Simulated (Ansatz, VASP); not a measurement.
# TiIn2 in two plane-wave programs, part 2 of 2

One calculation is typed for both programs; each brings its own data sets. How far apart do they land? The cell is generated by rule, not measured, and may not be a known phase. The cell is taken from a series of runs on this material, whose earlier steps may have relaxed, scaled, displaced or heated it; both programs get it as it stands.

VASP 6.6.1 and Ansatz 0.2.0.

So far. Step 5 (Ansatz: single point, PBEsol, pair 2): The run ends at a pressure of 0.05 GPa, with forces up to 0.14 eV/Å.

### 6. VASP: single point, PBEsol, pair 2

Level of this step: PBEsol; plane waves and PAW (Ti_sv, In_d); invented cell (VASP).

The same cell, functional, mesh and smearing now go to VASP, with its own data sets.

Contents of INCAR:

```
SYSTEM = TiIn2
PREC = Accurate
ENCUT = 500
EDIFF = 1E-06
NELM = 120
ISMEAR = 1
SIGMA = 0.15
LREAL = .FALSE.
ALGO = Normal
GGA = PS
NBANDS = 47
LASPH = .TRUE.
LORBIT = 11
LWAVE = .FALSE.
LCHARG = .FALSE.
ISIF = 2
GGA_COMPAT = .FALSE.
KPAR = 2
```

Contents of POSCAR:

```
TiIn2
1.0
    0.0000000000      0.0000000000      2.9644665336
    4.8611268095      0.0000000000      0.0000000000
    0.0000000000      8.4197186161      0.0000000000
Ti In
2 4
Direct
    0.0000000000      0.5287999070      0.5000000000
    0.0000000000      0.9712000930      0.0000000000
    0.5000000000      0.0040933817      0.3333333333
    0.5000000000      0.4959066183      0.8333333333
    0.5000000000      0.4959066183      0.1666666667
    0.5000000000      0.0040933817      0.6666666667
```

Contents of KPOINTS:

```
Automatic mesh
0
Gamma
10 6 4
0 0 0
```

Potentials, in the order of the species: Ti_sv and In_d (PBE family, release 64).

The run is started by

```console
$ mpirun -np 2 vasp_std
```

Numbers of over 12 decimals in the logs are rounded to 6 here.

Log:

```text
[banner, memory and clock lines left out]
running    2 mpi-ranks, on    1 nodes
[...]
[... a notice as in an earlier step ...]

 LDA part: xc-table for (Slater+PW92), standard interpolation
 POSCAR, INCAR and KPOINTS ok, starting setup
[...]
entering main loop
       N       E                     dE             d eps       ncg     rms          rms(c)
DAV:   1     0.879017412057E+03    0.87902E+03   -0.35143E+04  6768   0.225E+03
DAV:   2     0.864410492193E+02   -0.79258E+03   -0.77763E+03  6768   0.593E+02
DAV:   3    -0.219776763544E+02   -0.10842E+03   -0.10575E+03  8555   0.225E+02
DAV:   4    -0.317745194065E+02   -0.97968E+01   -0.96480E+01 10288   0.598E+01
[...]
DAV:  12    -0.284157517595E+02    0.39634E-05   -0.45454E-04  9633   0.141E-01    0.610E-02
DAV:  13    -0.284157490482E+02    0.27113E-05   -0.44043E-05 10038   0.392E-02    0.243E-02
DAV:  14    -0.284157490525E+02   -0.42965E-08   -0.80762E-06  8797   0.266E-02
   1 F= -.28415749E+02 E0= -.28416549E+02  d E =0.239983E-02
```

OUTCAR, selected parts (step 6):

```text
  Total        0.3218762     -0.4295915      0.3007431      0.0000000      0.0000000      0.0000000
  in kB        4.2502887     -5.6726388      3.9712311      0.0000000      0.0000000      0.0000000
  external PRESSURE =       0.8496270 kB  Pullay stress =       0.0000000 kB

 POSITION                                       TOTAL-FORCE (eV/Angst)
 -----------------------------------------------------------------------------------
      2.57056      4.20986      0.00000         0.137540      0.000000      0.000000
      4.72113      0.00000      0.00000        -0.137540      0.000000      0.000000
      0.01990      2.80657      1.48223         0.085758     -0.007938      0.000000
      2.41066      7.01643      1.48223        -0.085758     -0.007938     -0.000000
      2.41066      1.40329      1.48223        -0.085758      0.007938     -0.000000
      0.01990      5.61315      1.48223         0.085758      0.007938      0.000000
 -----------------------------------------------------------------------------------
    total drift:                                0.000000      0.000000      0.000000

  FREE ENERGIE OF THE ION-ELECTRON SYSTEM (eV)
  ---------------------------------------------------
  free  energy   TOTEN  =       -28.4157490525 eV

  energy  without entropy=      -28.4181488787  energy(sigma->0) =      -28.41654899

[... 2 parts as in an earlier step ...]

[... 1 further part left out ...]
[key lines of the parts left out:]
E-fermi :   9.3445
```

The run ends at a pressure of 0.08 GPa, with forces up to 0.14 eV/Å.

### 7. Side by side

The two programs side by side:

| quantity | Ansatz | VASP | difference |
| --- | --- | --- | --- |
| pressure (GPa) | 0.05 | 0.08 | -0.03 |

Forces (eV/Å; atoms numbered as in POSCAR):

| atom | Ansatz x, y, z | VASP x, y, z |
| --- | --- | --- |
| Ti1 | 0.141, 0.000, 0.000 | 0.138, 0.000, 0.000 |
| Ti2 | -0.141, 0.000, 0.000 | -0.138, 0.000, 0.000 |
| In3 | 0.086, -0.008, 0.000 | 0.086, -0.008, 0.000 |
| In4 | -0.086, -0.008, 0.000 | -0.086, -0.008, 0.000 |
| In5 | -0.086, 0.008, 0.000 | -0.086, 0.008, 0.000 |
| In6 | 0.086, 0.008, 0.000 | 0.086, 0.008, 0.000 |

The forces differ by 1.2 meV/Å r.m.s., which is 1.9 % of the r.m.s. force of 0.061 eV/Å (both taken over all components).

### 8. Ansatz: single point, PBEsol, pair 3

With cell and atoms fixed, the geometry can't cause a difference; cores, projectors, grids and the points listed under the comparison can.

The cell is taken from a series of runs on this material, whose earlier steps may have relaxed, scaled, displaced or heated it; both programs get it as it stands.

Contents of input.yaml:

```yaml
crystal:
  lattice:
    - [0.0, 0.0, 2.9644665336]
    - [4.8611268095, 0.0, 0.0]
    - [0.0, 8.4197186161, 0.0]
  atoms:
    - { symbol: Ti, position: [0.0, 0.5658283588, 0.5] }
    - { symbol: Ti, position: [0.0, -0.0658283588, 0.0] }
    - { symbol: In, position: [0.5, 0.009356301, 0.3333333333] }
    - { symbol: In, position: [0.5, 0.490643699, 0.8333333333] }
    - { symbol: In, position: [0.5, 0.490643699, 0.1666666667] }
    - { symbol: In, position: [0.5, 1.009356301, 0.6666666667] }
kpoints:
  mp_grid: { grid: [10, 6, 4] }
hamiltonian:
  xc: pbesol
scf:
  occupations: { method: methfessel_paxton, width: 0.15 }
output:
  forces: true
  stress: true
  eigenvalues: true
```

The run is started by

```console
$ ansatz run input.yaml --threads 8 --pin off --max-ram 14336MiB --backend cpu --events-out ev --progress --plain --runs-dir out
```

Log:

```text
[...]
Crystal: 6 atoms, lattice volume = 121.334 Å³
Basis set: ecut = 420 eV, 2349 PW (Γ), exchange–correlation on 40×72×120 points (8 copies of the dense FFT grid, shifted against one another)
Bands: 46, of which v1, the nominal top of the filled ones, is band 38 counted from 1 (37 counted from 0)
Symmetry: 8 space group operations
[...]
k-points: 72 of 240
[...]
k-point 0: bands = [... 34 lower, 10.9319, 10.9361, 12.1557, 12.7988, 13.3909, 13.9460, 14.2784, 14.6375, ... 4 higher]
  k-point 1: bands = [... 34 lower, 11.1279, 11.8084, 12.1078, 12.7741, 13.5201, 13.6814, 13.9947, 14.6575, ... 4 higher]
  k-point 2: bands = [... 34 lower, 11.5531, 11.5531, 12.5977, 12.5977, 13.4296, 13.4296, 14.6131, 14.6131, ... 4 higher]
  k-point 71: bands = [... 34 lower, 10.8451, 10.8451, 11.0891, 11.0891, 13.8897, 13.8897, 13.9628, 13.9628, ... 4 higher]
[key lines of the parts left out:]
SCF converged after 7 iterations
Free energy (F): -27049.228831 eV
Fermi energy:    13.099833 eV
P = ⅓ Tr σ = 1.0612 GPa (10.612 kbar)
```

The run ends at a pressure of 1.06 GPa, with forces up to 0.31 eV/Å.

### 9. VASP: single point, PBEsol, pair 3

The same cell, functional, mesh and smearing now go to VASP, with its own data sets.

INCAR is that of step 6.

Contents of POSCAR:

```
TiIn2
1.0
    0.0000000000      0.0000000000      2.9644665336
    4.8611268095      0.0000000000      0.0000000000
    0.0000000000      8.4197186161      0.0000000000
Ti In
2 4
Direct
    0.0000000000      0.5658283588      0.5000000000
    0.0000000000      0.9341716412      0.0000000000
    0.5000000000      0.0093563010      0.3333333333
    0.5000000000      0.4906436990      0.8333333333
    0.5000000000      0.4906436990      0.1666666667
    0.5000000000      0.0093563010      0.6666666667
```

KPOINTS is that of step 6.

The run is started by

```console
$ mpirun -np 2 vasp_std
```

Log:

```text
[... set-up lines as in an earlier step ...]
 entering main loop
       N       E                     dE             d eps       ncg     rms          rms(c)
DAV:   1     0.877777461283E+03    0.87778E+03   -0.34932E+04  6768   0.224E+03
DAV:   2     0.871723453987E+02   -0.79061E+03   -0.77595E+03  6768   0.593E+02
DAV:   3    -0.214167828947E+02   -0.10859E+03   -0.10591E+03  8561   0.225E+02
DAV:   4    -0.316207355489E+02   -0.10204E+02   -0.10054E+02 10320   0.605E+01
[...]
DAV:  13    -0.284057796240E+02    0.40833E-05   -0.27749E-05  9806   0.343E-02    0.730E-02
DAV:  14    -0.284057797683E+02   -0.14429E-06   -0.27363E-05  9525   0.422E-02    0.124E-02
DAV:  15    -0.284057802808E+02   -0.51250E-06   -0.37267E-06  6821   0.106E-02
   1 F= -.28405780E+02 E0= -.28408068E+02  d E =0.686342E-02
```

From OUTCAR (step 9):

```text
  Total        1.8998360     -0.3844243      0.9467101      0.0000000      0.0000000      0.0000000
  in kB       25.0868199     -5.0762193     12.5010504      0.0000000      0.0000000      0.0000000
  external PRESSURE =      10.8372170 kB  Pullay stress =       0.0000000 kB

 POSITION                                       TOTAL-FORCE (eV/Angst)
 -----------------------------------------------------------------------------------
      2.75056      4.20986      0.00000        -0.310385     -0.000000      0.000000
      4.54113      0.00000      0.00000         0.310385     -0.000000      0.000000
      0.04548      2.80657      1.48223         0.069589     -0.119785      0.000000
      2.38508      7.01643      1.48223        -0.069589     -0.119785     -0.000000
      2.38508      1.40329      1.48223        -0.069589      0.119785     -0.000000
      0.04548      5.61315      1.48223         0.069589      0.119785      0.000000
 -----------------------------------------------------------------------------------
    total drift:                               -0.000000      0.000000      0.000000

  FREE ENERGIE OF THE ION-ELECTRON SYSTEM (eV)
  ---------------------------------------------------
  free  energy   TOTEN  =       -28.4057802808 eV

  energy  without entropy=      -28.4126437054  energy(sigma->0) =      -28.40806809

[... 2 parts as in an earlier step ...]

[... 1 further part left out ...]
[key lines of the parts left out:]
E-fermi :   9.3347
```

The run ends at a pressure of 1.08 GPa, with forces up to 0.31 eV/Å.

### 10. Side by side

Both answers:

| quantity | Ansatz | VASP | difference |
| --- | --- | --- | --- |
| pressure (GPa) | 1.06 | 1.08 | -0.02 |

Forces (eV/Å; atoms numbered as in POSCAR):

| atom | Ansatz x, y, z | VASP x, y, z |
| --- | --- | --- |
| Ti1 | -0.305, 0.000, 0.000 | -0.310, 0.000, 0.000 |
| Ti2 | 0.305, 0.000, 0.000 | 0.310, 0.000, 0.000 |
| In3 | 0.071, -0.120, 0.000 | 0.070, -0.120, 0.000 |
| In4 | -0.071, -0.120, 0.000 | -0.070, -0.120, 0.000 |
| In5 | -0.071, 0.120, 0.000 | -0.070, 0.120, 0.000 |
| In6 | 0.071, 0.120, 0.000 | 0.070, 0.120, 0.000 |

The forces differ by 1.9 meV/Å r.m.s., which is 1.5 % of the r.m.s. force of 0.122 eV/Å (both taken over all components).

### 11. Results

| Property | Result |
| --- | --- |
| r.m.s. force difference (single point, PBEsol, pair 1) | 0.78 meV/Å |
| r.m.s. force difference (single point, PBEsol, pair 2) | 1.2 meV/Å |
| r.m.s. force difference (single point, PBEsol, pair 3) | 1.9 meV/Å |

In words: The r.m.s. force difference is 1.9 meV/Å (single point, PBEsol, pair 3), within the 12 meV/Å picked in this series as the mark of a large difference. 5 further runs of this series are not shown here. How closely two codes agree says nothing of how well the functional describes the real material.

[Lines on the potential files, build, host, timing and source positions are cut from VASP's logs without a mark.]

[Logs are printed without paths, hosts, clocks, repeated set-up lines and the standing remarks that a program may print on its own settings, such as how far it seeks lower states.]

[Hosts, paths, dates, database ids (printed as entryN), source tags and the programs' standing remarks are cut or masked in the printed files.]
